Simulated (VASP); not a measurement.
NaCaF$_{3}$ in VASP 6.6.1, single-point calculation

INCAR

```
PREC = Accurate
NBANDS = 27
LWAVE = .FALSE.
ISMEAR = -1
LCHARG = .FALSE.
EDIFF = 1E-7
NSW = 0
ENCUT = 520
NELM = 55
SIGMA = 0.02
IBRION = -1
GGA = PE
LASPH = .TRUE.
ISIF = 2
LREAL = .FALSE.
```

KPOINTS

```
KPOINTS created by Atomic Simulation Environment
0
Gamma
6 6 6
0 0 0
```

POSCAR

```
Na Ca F
 1.0000000000000000
     4.3805651498150153   -0.0000000000000000    0.0000000000000000
    -0.0000000000000000    4.3805651498150153    0.0000000000000000
     0.0000000000000000    0.0000000000000000    4.3805651498150153
 Na  Ca  F
   1   1   3
Cartesian
  0.0000000000000000  0.0000000000000000 -0.0000000000000000
  2.1902825749075081  2.1902825749075081  2.1902825749075081
  2.1902825749075081  2.1902825749075081  0.0000000000000000
  2.1902825749075081 -0.0000000000000000  2.1902825749075081
 -0.0000000000000000  2.1902825749075081  2.1902825749075081
```

The recommended PBE PAW datasets give the neutral cell 38 valence electrons.

Command

```
mpirun -np 1 vasp_std
```

Q: Predict the outcome of this run.

A: It converged. Results: gap between bands v and c on the k mesh 5.09 eV; least direct gap on the k mesh 5.23 eV; pressure 2.0 GPa. Band v is the last that the valence electrons fill when counted band by band, and c is the next.

OSZICAR

```
N       E                     dE             d eps       ncg     rms          rms(c)
DAV:   1     0.431986063032E+03    0.43199E+03   -0.19859E+04  1112   0.148E+03
DAV:   2     0.129815389112E+02   -0.41900E+03   -0.40088E+03  1237   0.431E+02
DAV:   3    -0.257464397879E+02   -0.38728E+02   -0.38496E+02  1191   0.139E+02
DAV:   4    -0.281412288426E+02   -0.23948E+01   -0.23897E+01  2033   0.255E+01
DAV:   5    -0.281661052115E+02   -0.24876E-01   -0.24873E-01  1256   0.198E+00    0.101E+01
DAV:   6    -0.252650743803E+02    0.29010E+01   -0.10772E+01  1189   0.190E+01    0.379E+00
DAV:   7    -0.250937592491E+02    0.17132E+00   -0.42647E-01  1417   0.545E+00    0.213E+00
DAV:   8    -0.249677742205E+02    0.12599E+00   -0.19580E-01  1484   0.812E+00    0.363E-01
DAV:   9    -0.249684766580E+02   -0.70244E-03   -0.34450E-02  1313   0.135E+00    0.213E-01
DAV:  10    -0.249688741658E+02   -0.39751E-03   -0.19904E-03  1275   0.386E-01    0.439E-02
DAV:  11    -0.249688056992E+02    0.68467E-04   -0.43218E-04  1373   0.232E-01    0.274E-02
DAV:  12    -0.249688179122E+02   -0.12213E-04   -0.55351E-05  1524   0.527E-02    0.663E-03
DAV:  13    -0.249688193657E+02   -0.14535E-05   -0.25674E-06  1414   0.146E-02    0.264E-03
DAV:  14    -0.249688193340E+02    0.31779E-07   -0.76825E-07  1265   0.605E-03
   1 F= -.24968819E+02 E0= -.24968819E+02  d E =-.445270E-10
```

For comparison, a separate PBE run of the intended cell, on usual settings and not on those above, gives a gap of 5.09 eV on its mesh and a pressure of 2.0 GPa.
